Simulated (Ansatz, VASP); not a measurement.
# H2CClF: VASP beside Ansatz, part 2 of 2

One calculation is typed for both programs; each brings its own data sets. How far apart do they land? The cell is taken from a series of runs on this material, whose earlier steps may have relaxed, scaled, displaced or heated it; both programs get it as it stands.

VASP 6.6.1 and Ansatz 0.2.0.

So far. Step 2 (VASP: single point, PBE): The run ends at a pressure of 1.36 GPa, with forces up to 0.41 eV/Å.

## (5) Ansatz: single point, LDA

Level of this step: Ansatz beside VASP: Kohn-Sham DFT, plane waves, LDA (Ansatz).

A single point gives forces, pressure and levels at one fixed geometry, so differences don't come from the geometry; what else differs is listed under the comparison.

The cell is taken from a series of runs on this material, whose earlier steps may have relaxed, scaled, displaced or heated it; both programs get it as it stands.

File input.yaml:

```yaml
crystal:
  lattice:
    - [5.0206, 0.0, 0.0]
    - [0.0, 4.1477, 0.0]
    - [-2.1143188253, 0.0, 6.4288463713]
  atoms:
    - { symbol: H, position: [0.2853907074, 0.3914333251, 0.1553547444] }
    - { symbol: H, position: [0.7146092926, 0.8914333251, 0.8446452556] }
    - { symbol: H, position: [0.5708661695, 0.1079278767, 0.2708692269] }
    - { symbol: H, position: [0.4291338305, 0.6079278767, 0.7291307731] }
    - { symbol: C, position: [0.3461441783, 0.1407585261, 0.1942650717] }
    - { symbol: C, position: [0.6538558217, 0.6407585261, 0.8057349283] }
    - { symbol: Cl, position: [0.1665216804, 0.0025228448, 0.3683413112] }
    - { symbol: Cl, position: [0.8334783196, 0.5025228448, 0.6316586888] }
    - { symbol: F, position: [0.2645503672, 0.9578574273, 0.0149998989] }
    - { symbol: F, position: [0.7354496328, 0.4578574273, 0.9850001011] }
kpoints:
  mp_grid: { grid: [6, 6, 4] }
  band_path:
    path:
      - [0.0, 0.0, 0.0]
      - [0.0, 0.5, 0.0]
      - [0.0, 0.5, 0.5]
      - [0.0, 0.0, 0.5]
      - [-0.5, 0.0, 0.5]
      - [-0.5, 0.5, 0.5]
      - [-0.5, 0.5, 0.0]
      - [-0.5, 0.0, 0.0]
      - [-0.5, 0.45, 0.0]
    npoints: 1
hamiltonian:
  xc: lda
scf:
  occupations: { method: fixed }
  n_extra_bands: 7
output:
  eigenvalues: true
  forces: true
  stress: true
```

The run is started by

```bash
$ ansatz run input.yaml --threads 3 --pin off --max-ram 92160MiB --backend cuda --devices 1 --max-vram 13GiB --events-out ev --progress --plain --runs-dir out
```

Numbers of over 12 decimals in the logs are rounded to 6 here.

The program printed:

```text
[...]
GPUs: using 1 of 1 available (devices: 1).
[...]
GPU FFT provider: cuFFT
GPU libraries: cuBLAS 13.8.2, cuFFT 12.4.0, cuSOLVER 12.3.4
Crystal: 10 atoms, lattice volume = 133.874 Å³
Basis set: ecut = 420 eV, 2603 PW (Γ)
Bands: 27, of which v1, the nominal top of the filled ones, is band 20 counted from 1 (19 counted from 0)
Symmetry: 2 space group operations
[...]
k-point 0: bands = [... 16 lower, -1.6308, -1.6183, -1.5863, -1.0916, 5.2973, 5.5726, 5.8440, 7.1013, ... 3 higher]
  k-point 1: bands = [... 16 lower, -1.7539, -1.5447, -1.4948, -1.1114, 5.3143, 5.4851, 5.9645, 6.8440, ... 3 higher]
  k-point 2: bands = [... 16 lower, -1.7904, -1.4865, -1.4677, -1.1321, 5.3580, 5.3930, 6.1220, 6.5664, ... 3 higher]
  k-point 55: bands = [... 16 lower, -1.6459, -1.6459, -0.8185, -0.8185, 5.5044, 5.5044, 6.6804, 6.6804, ... 3 higher]
[key lines of the parts left out:]
SCF converged after 7 iterations
Free energy (F): -4224.056738 eV
Fermi energy:    -0.812704 eV
P = ⅓ Tr σ = -1.9528 GPa (-19.528 kbar)
```

## (6) VASP: single point, LDA

The same cell, functional (in two slightly different forms) and mesh now go to VASP, with its own data sets.

File INCAR:

```
SYSTEM = H2CClF
PREC = Accurate
ENCUT = 600
EDIFF = 1E-06
NELM = 120
ISMEAR = 0
SIGMA = 0.01
LREAL = .FALSE.
ALGO = Normal
GGA = PW92
NBANDS = 30
LORBIT = 11
LWAVE = .FALSE.
LCHARG = .FALSE.
ISIF = 2
LASPH = .TRUE.
GGA_COMPAT = .FALSE.
EFERMI = MIDGAP
KPAR = 2
```

File POSCAR:

```
H2CClF
1.0
    5.0206000000      0.0000000000      0.0000000000
    0.0000000000      4.1477000000      0.0000000000
   -2.1143188253      0.0000000000      6.4288463713
H C Cl F
4 2 2 2
Direct
    0.2853907074      0.3914333251      0.1553547444
    0.7146092926      0.8914333251      0.8446452556
    0.5708661695      0.1079278767      0.2708692269
    0.4291338305      0.6079278767      0.7291307731
    0.3461441783      0.1407585261      0.1942650717
    0.6538558217      0.6407585261      0.8057349283
    0.1665216804      0.0025228448      0.3683413112
    0.8334783196      0.5025228448      0.6316586888
    0.2645503672      0.9578574273      0.0149998989
    0.7354496328      0.4578574273      0.9850001011
```

File KPOINTS:

```
Automatic mesh
0
Gamma
6 6 4
0 0 0
```

Potentials, in the order of the species: H, C, Cl and F (LDA family, release 64).

The run is started by

```bash
$ mpirun -np 2 vasp_std
```

The program printed:

```text
[banner, memory and clock lines left out]
running    2 mpi-ranks, on    1 nodes
[...]
|                                                                             |
|               ----> ADVICE to this user running VASP <----                  |
|                                                                             |
|     You enforced a specific xc type in the INCAR file but a different       |
|     [... a line on the potential file left out ...]
|     I HOPE YOU KNOW WHAT YOU ARE DOING!                                     |
|                                                                             |

 LDA part: xc-table for (Slater(with rela. corr.)+PW92), standard interpolation
 POSCAR, INCAR and KPOINTS ok, starting setup
[...]
entering main loop
       N       E                     dE             d eps       ncg     rms          rms(c)
DAV:   1     0.247504663093E+03    0.24750E+03   -0.20874E+04  3360   0.131E+03
DAV:   2    -0.313951150276E+02   -0.27890E+03   -0.27029E+03  4242   0.267E+02
DAV:   3    -0.514739471552E+02   -0.20079E+02   -0.19976E+02  4422   0.773E+01
DAV:   4    -0.517028139537E+02   -0.22887E+00   -0.22864E+00  4262   0.948E+00
[...]
DAV:  12    -0.489646281446E+02   -0.13005E-05   -0.37353E-05  4442   0.392E-02    0.166E-02
DAV:  13    -0.489646329299E+02   -0.47853E-05   -0.40860E-06  3870   0.127E-02    0.406E-03
DAV:  14    -0.489646331320E+02   -0.20209E-06   -0.44078E-07  3028   0.481E-03
   1 F= -.48964633E+02 E0= -.48964633E+02  d E =0.000000E+00
```

Parts of OUTCAR (step 6):

```text
  Total       -1.6345691     -0.9179759     -2.0953670      0.0000000      0.0000000      1.0229826
  in kB      -19.5622071    -10.9861589    -25.0769475      0.0000000      0.0000000     12.2428582
  external PRESSURE =     -18.5417712 kB  Pullay stress =       0.0000000 kB

 POSITION                                       TOTAL-FORCE (eV/Angst)
 -----------------------------------------------------------------------------------
      1.10436      1.62355      0.99875        -0.081503      0.270193     -0.076989
      1.80192      3.69740      5.43009         0.081503      0.270193      0.076989
      2.29339      0.44765      1.74138         0.235790     -0.033035      0.128443
      0.61289      2.52150      4.68747        -0.235790     -0.033035     -0.128443
      1.32711      0.58382      1.24890        -0.451960     -0.431272      0.008779
      1.57917      2.65767      5.17995         0.451960     -0.431272     -0.008779
      0.05725      0.01046      2.36801         0.306980      0.116378     -0.282667
      2.84903      2.08431      4.06084        -0.306980      0.116378      0.282667
      1.29649      3.97291      0.09643        -0.032542      0.077736      0.220254
      1.60979      1.89906      6.33241         0.032542      0.077736     -0.220254
 -----------------------------------------------------------------------------------
    total drift:                                0.000000      0.000565     -0.000000

  FREE ENERGIE OF THE ION-ELECTRON SYSTEM (eV)
  ---------------------------------------------------
  free  energy   TOTEN  =       -48.9646331320 eV

  energy  without entropy=      -48.9646331320  energy(sigma->0) =      -48.96463313

[... 2 parts as in an earlier step ...]

[... 1 further part left out ...]
[key lines of the parts left out:]
E-fermi :   0.9106
```

The run ends at a pressure of -1.85 GPa, with forces up to 0.62 eV/Å.

## (7) Side by side

What differs besides the data sets and the points named for the pairs above, as far as they apply: fixed occupations in Ansatz, narrow Gaussian smearing in VASP; VASP's log shows a relativistic correction to its local exchange, Ansatz's none. Total energies have different zeros and are not compared.

Compared:

| quantity | Ansatz | VASP | difference |
| --- | --- | --- | --- |
| pressure (GPa) | -1.95 | -1.85 | -0.10 |
| gap on the k mesh (eV) | 5.759 | 5.796 | -0.037 |

Forces (eV/Å; atoms numbered as in POSCAR):

| atom | Ansatz x, y, z | VASP x, y, z |
| --- | --- | --- |
| H1 | -0.080, 0.260, -0.073 | -0.082, 0.270, -0.077 |
| H2 | 0.080, 0.260, 0.073 | 0.082, 0.270, 0.077 |
| H3 | 0.226, -0.032, 0.126 | 0.236, -0.033, 0.128 |
| H4 | -0.226, -0.032, -0.126 | -0.236, -0.033, -0.128 |
| C5 | -0.388, -0.612, -0.376 | -0.452, -0.431, 0.009 |
| C6 | 0.388, -0.612, 0.376 | 0.452, -0.431, -0.009 |
| Cl7 | 0.244, 0.087, -0.231 | 0.307, 0.116, -0.283 |
| Cl8 | -0.244, 0.087, 0.231 | -0.307, 0.116, 0.283 |
| F9 | -0.027, 0.297, 0.556 | -0.033, 0.078, 0.220 |
| F10 | 0.027, 0.297, -0.556 | 0.033, 0.078, -0.220 |

The forces differ by 153 meV/Å r.m.s., which is 66.8 % of the r.m.s. force of 0.230 eV/Å (both taken over all components). A gap on the mesh is an upper bound, since the band edges may lie between its points.

## (8) Ansatz: single point, PBEsol

A single point gives forces, pressure and levels at one fixed geometry, so differences don't come from the geometry; what else differs is listed under the comparison.

The cell is taken from a series of runs on this material, whose earlier steps may have relaxed, scaled, displaced or heated it; both programs get it as it stands.

input.yaml: that of step 5 with these lines changed.

```diff
@@ -31,3 +31,3 @@
 hamiltonian:
-  xc: lda
+  xc: pbesol
 scf:
```

The run is started by

```bash
$ ansatz run input.yaml --threads 3 --pin off --max-ram 92160MiB --backend cuda --devices 1 --max-vram 13GiB --events-out ev --progress --plain --runs-dir out
```

The program printed:

```text
[...]
GPUs: using 1 of 1 available (devices: 1).
[...]
GPU FFT provider: cuFFT
GPU libraries: cuBLAS 13.8.2, cuFFT 12.4.0, cuSOLVER 12.3.4
Crystal: 10 atoms, lattice volume = 133.874 Å³
Basis set: ecut = 420 eV, 2603 PW (Γ), exchange–correlation on 72×60×96 points (8 copies of the dense FFT grid, shifted against one another)
[...]
k-point 0: bands = [... 16 lower, -1.4259, -1.4091, -1.3825, -0.9009, 5.6380, 5.8846, 6.3207, 7.4628, ... 3 higher]
  k-point 1: bands = [... 16 lower, -1.5403, -1.3407, -1.2960, -0.9200, 5.6535, 5.8263, 6.4026, 7.2108, ... 3 higher]
  k-point 2: bands = [... 16 lower, -1.5753, -1.2851, -1.2698, -0.9402, 5.7117, 5.7260, 6.5603, 6.9224, ... 3 higher]
  k-point 55: bands = [... 16 lower, -1.4398, -1.4398, -0.6377, -0.6377, 5.8209, 5.8209, 7.0798, 7.0798, ... 3 higher]
[key lines of the parts left out:]
SCF converged after 7 iterations
Free energy (F): -4278.984528 eV
Fermi energy:    -0.632098 eV
P = ⅓ Tr σ = 0.0496 GPa (0.496 kbar)
```

## (9) VASP: single point, PBEsol

The same cell, functional and mesh now go to VASP, with its own data sets.

INCAR: that of step 6 with these lines changed.

```diff
@@ -9,3 +9,3 @@
 ALGO = Normal
-GGA = PW92
+GGA = PS
 NBANDS = 30
```

POSCAR is that of step 6.

KPOINTS is that of step 6.

The projector-augmented-wave data sets are H, C, Cl and F (PBE family, release 64).

The run is started by

```bash
$ mpirun -np 2 vasp_std
```

The program printed:

```text
[banner, memory and clock lines left out]
running    2 mpi-ranks, on    1 nodes
[...]
[... a notice as in an earlier step ...]

 LDA part: xc-table for (Slater+PW92), standard interpolation
 POSCAR, INCAR and KPOINTS ok, starting setup
[...]
entering main loop
       N       E                     dE             d eps       ncg     rms          rms(c)
DAV:   1     0.254141042872E+03    0.25414E+03   -0.20894E+04  3360   0.132E+03
DAV:   2    -0.279446562152E+02   -0.28209E+03   -0.27338E+03  4248   0.268E+02
DAV:   3    -0.483682782047E+02   -0.20424E+02   -0.20321E+02  4414   0.780E+01
DAV:   4    -0.485980048256E+02   -0.22973E+00   -0.22950E+00  4258   0.943E+00
[...]
DAV:  13    -0.464316666836E+02   -0.34747E-04   -0.34198E-05  3678   0.339E-02    0.433E-03
DAV:  14    -0.464316680167E+02   -0.13331E-05   -0.88788E-07  3584   0.619E-03    0.233E-03
DAV:  15    -0.464316688130E+02   -0.79629E-06   -0.89678E-07  2818   0.676E-03
   1 F= -.46431669E+02 E0= -.46431669E+02  d E =0.000000E+00
```

Parts of OUTCAR (step 9):

```text
  Total       -0.0829332      0.5121363      0.0143287      0.0000000      0.0000000      0.6728420
  in kB       -0.9925283      6.1291487      0.1714832      0.0000000      0.0000000      8.0524436
  external PRESSURE =       1.7693679 kB  Pullay stress =       0.0000000 kB

 POSITION                                       TOTAL-FORCE (eV/Angst)
 -----------------------------------------------------------------------------------
      1.10436      1.62355      0.99875        -0.055878      0.187967     -0.045081
      1.80192      3.69740      5.43009         0.055878      0.187967      0.045081
      2.29339      0.44765      1.74138         0.169742     -0.028633      0.100363
      0.61289      2.52150      4.68747        -0.169742     -0.028633     -0.100363
      1.32711      0.58382      1.24890        -0.305874     -0.180292      0.180106
      1.57917      2.65767      5.17995         0.305874     -0.180292     -0.180106
      0.05725      0.01046      2.36801         0.199527      0.077237     -0.165758
      2.84903      2.08431      4.06084        -0.199527      0.077237      0.165758
      1.29649      3.97291      0.09643        -0.021561     -0.056280     -0.043236
      1.60979      1.89906      6.33241         0.021561     -0.056280      0.043236
 -----------------------------------------------------------------------------------
    total drift:                                0.000000      0.000257      0.000000

  FREE ENERGIE OF THE ION-ELECTRON SYSTEM (eV)
  ---------------------------------------------------
  free  energy   TOTEN  =       -46.4316688130 eV

  energy  without entropy=      -46.4316688130  energy(sigma->0) =      -46.43166881

[... 2 parts as in an earlier step ...]

[... 1 further part left out ...]
[key lines of the parts left out:]
E-fermi :   1.1374
```

The run ends at a pressure of 0.18 GPa, with forces up to 0.40 eV/Å.

## (10) Comparison

What differs besides the data sets and the points named for the pairs above, as far as they apply: Ansatz makes its cores anew for this functional, VASP keeps those of its PBE data sets. Total energies have different zeros and are not compared.

Both answers:

```
              quantity  Ansatz   VASP  difference
        pressure (GPa)    0.05   0.18       -0.13
gap on the k mesh (eV)   5.912  5.956      -0.045
```

Forces (eV/Å; atoms numbered as in POSCAR):

| atom | Ansatz x, y, z | VASP x, y, z |
| --- | --- | --- |
| H1 | -0.053, 0.167, -0.037 | -0.056, 0.188, -0.045 |
| H2 | 0.053, 0.167, 0.037 | 0.056, 0.188, 0.045 |
| H3 | 0.149, -0.027, 0.094 | 0.170, -0.029, 0.100 |
| H4 | -0.149, -0.027, -0.094 | -0.170, -0.029, -0.100 |
| C5 | -0.236, -0.344, -0.186 | -0.306, -0.180, 0.180 |
| C6 | 0.236, -0.344, 0.186 | 0.306, -0.180, -0.180 |
| Cl7 | 0.142, 0.050, -0.117 | 0.200, 0.077, -0.166 |
| Cl8 | -0.142, 0.050, 0.117 | -0.200, 0.077, 0.166 |
| F9 | -0.017, 0.154, 0.277 | -0.022, -0.056, -0.043 |
| F10 | 0.017, 0.154, -0.277 | 0.022, -0.056, 0.043 |

The forces differ by 146 meV/Å r.m.s., which is 100.4 % of the r.m.s. force of 0.145 eV/Å (both taken over all components). A gap on the mesh is an upper bound, since the band edges may lie between its points.

## (11) Outcome

```
r.m.s. force difference (single point, PBE)            : 140 meV/Å
difference in gap on the k mesh (single point, PBE)    : -0.041 eV
r.m.s. force difference (single point, LDA)            : 67 % of the r.m.s. force
r.m.s. force difference (single point, PBEsol)         : 146 meV/Å
difference in gap on the k mesh (single point, PBEsol) : -0.045 eV
```

What this shows: The r.m.s. force difference is 67 % of the r.m.s. force (single point, LDA), beyond the 3 % picked in this series as the mark of a large difference. What causes the difference of the single point, PBE pair stays open here. What causes the difference of the single point, LDA pair stays open here. What causes the difference of the single point, PBEsol pair stays open here. 1 further run of this series is not shown here. Such differences can come from data sets, numerical settings and the points named under the comparisons, not from the functional's error against experiment.

[Lines on the potential files, build, host, timing and source positions are cut from VASP's logs without a mark.]

[Logs are printed without paths, hosts, clocks, repeated set-up lines and the standing remarks that a program may print on its own settings, such as how far it seeks lower states.]

[Hosts, paths, dates, database ids (printed as entryN), source tags and the programs' standing remarks are cut or masked in the printed files.]
